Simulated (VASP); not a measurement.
```
CELL_PARAMETERS angstrom
      3.87891     0.00000     0.00000
      0.00000     3.87891     0.00000
      0.00000     0.00000     3.87891
ATOMIC_POSITIONS crystal
  K  0.00000 0.00000 0.00000
  Mg 0.50000 0.50000 0.50000
  F  0.50000 0.00000 0.50000
  F  0.00000 0.50000 0.50000
  F  0.50000 0.50000 0.00000
```

Level of theory: SCAN meta-GGA, VASP's PBE PAW potentials (set 64) (plane waves; VASP). Numerical set-up: 520 eV cut-off, 6×6×6 Γ-centred mesh, Gaussian smearing of 0.050 eV, potentials K_sv Mg F.

Question: Give the stress tensor in GPa (positive for a compressed cell).

Answer: 
```
5.70  0.00  0.00
0.00  5.70  0.00
0.00  0.00  5.70
```
The pressure is its mean diagonal, 5.70 GPa.

The compound is KMgF3 in the cubic perovskite structure. This cell is one point of a volume scan, at 0.94 of the reference volume.
